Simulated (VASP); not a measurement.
An input for Quantum ESPRESSO's pw.x (written as the equivalent of a VASP run, and not itself run):

```
&CONTROL
  calculation = 'vc-relax'
  pseudo_dir = './pseudo'
  outdir = './out'
  tprnfor = .true.
  tstress = .true.
  nstep = 30
  forc_conv_thr = 0.00039
/
&SYSTEM
  ibrav = 0
  nat = 2
  ntyp = 2
  ecutwfc = 84
  occupations = 'smearing'
  smearing = 'methfessel-paxton'
  degauss = 0.00735
  input_dft = 'vdw-df2'
/
&ELECTRONS
  conv_thr = 7.3e-09
  electron_maxstep = 100
/
&IONS
/
&CELL
  cell_dofree = 'shape'
/
ATOMIC_SPECIES
  Ti 47.867 Ti.upf
  Al 26.982 Al.upf
CELL_PARAMETERS angstrom
     2.9070697    0.0000000    0.0000000
     0.0000000    2.9070697    0.0000000
     0.0000000    0.0000000    4.1812293
ATOMIC_POSITIONS crystal
  Ti   0.0000000  0.0000000  0.0000000
  Al   0.5000000  0.5000000  0.5000000
K_POINTS automatic
  13 13 9 0 0 0
```

Q: Translate this input to VASP (INCAR, KPOINTS, POSCAR, choice of POTCAR).

A: This is not unique; one that fits is 
**KPOINTS**
```
kpoints
0
Gamma
  13 13 9
```

INCAR:
```
AGGAC  =  0.0
ALGO  =  Normal
EDIFF  =  1E-7
EDIFFG  =  -0.01
ENCUT  =  520
GGA  =  ML
IBRION  =  2
ISIF  =  4
ISMEAR  =  1
LASPH  =  .True.
LCHARG  =  .False.
LMAXMIX  =  4
LREAL  =  .False.
LUSE_VDW  =  .True.
LWAVE  =  .False.
NELM  =  100
NSW  =  30
PREC  =  Accurate
SIGMA  =  0.1
SYSTEM  =  TiAl
ZAB_VDW  =  -1.8867
```

File POSCAR:
```
TiAl
1
    2.9070696678     0.0000000000     0.0000000000
    0.0000000000     2.9070696678     0.0000000000
    0.0000000000     0.0000000000     4.1812293221
Ti Al
1 1
Direct
  0.0000000000   0.0000000000   0.0000000000
  0.5000000000   0.5000000000   0.5000000000
```

POTCAR, in this order: Ti_sv Al (PBE.64 set). Program: vasp_std.

Limits of the translation: the potentials are each code's own (VASP's PAW set, PseudoDojo norm-conserving files in pw.x), so ENCUT and ecutwfc are chosen apart and not converted; conv_thr bounds pw.x's estimated SCF error, while EDIFF bounds the energy change between steps; forc_conv_thr acts on force components and is met together with etot_conv_thr.

The compound is TiAl in the L1_0 structure. This cell is one point of a volume scan, at 1.06 of the reference volume. Symmetry was kept, so distortions that lower it aren't found.
